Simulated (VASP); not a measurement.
Here is the system:

```xyz
2
Lattice="1.5045 -2.6059 0.0000 1.5045 2.6059 0.0000 0.0000 0.0000 4.7736" Properties=species:S:1:pos:R:3 pbc="T T T"
Ti     1.5045     0.8686     1.1934
Ti     1.5045    -0.8686     3.5802
```

Computed with PBE GGA, VASP's PBE PAW potentials (set 64) (plane waves; VASP). Settings: 400 eV cut-off, 14×14×8 Γ-centred mesh, first-order Methfessel-Paxton smearing of 0.10 eV, potentials Ti_sv.

Give the stress tensor in GPa (positive for a compressed cell).

```
-7.90   0.00   0.00
 0.00  -7.90   0.00
 0.00   0.00  -8.34
```
The pressure is its mean diagonal, -8.05 GPa.

The compound is Ti in the hcp structure. The cell was not relaxed at this level. The run is one of a series of settings (KPOINTS 14×14×8 Γ-centred mesh against the base run), some of them coarse on purpose.
